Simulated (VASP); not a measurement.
Data:

```xyz
1
Lattice="0.0000 1.8550 1.8550 1.8550 0.0000 1.8550 1.8550 1.8550 0.0000" Properties=species:S:1:pos:R:3 pbc="T T T"
Ir     0.0000     0.0000     0.0000
```

Method: SCAN meta-GGA, VASP's PBE PAW potentials (set 64) (plane waves; VASP 6.6.1). Settings: 520 eV cut-off, 16×16×16 Γ-centred mesh, first-order Methfessel-Paxton smearing of 0.10 eV, potentials Ir.

Give the stress tensor in GPa (positive for a compressed cell).

```
30.44   0.00   0.00
 0.00  30.44   0.00
 0.00   0.00  30.44
```
The pressure is its mean diagonal, 30.44 GPa.

The compound is Ir in the fcc structure. This cell is one point of a volume scan, at 0.94 of the reference volume.
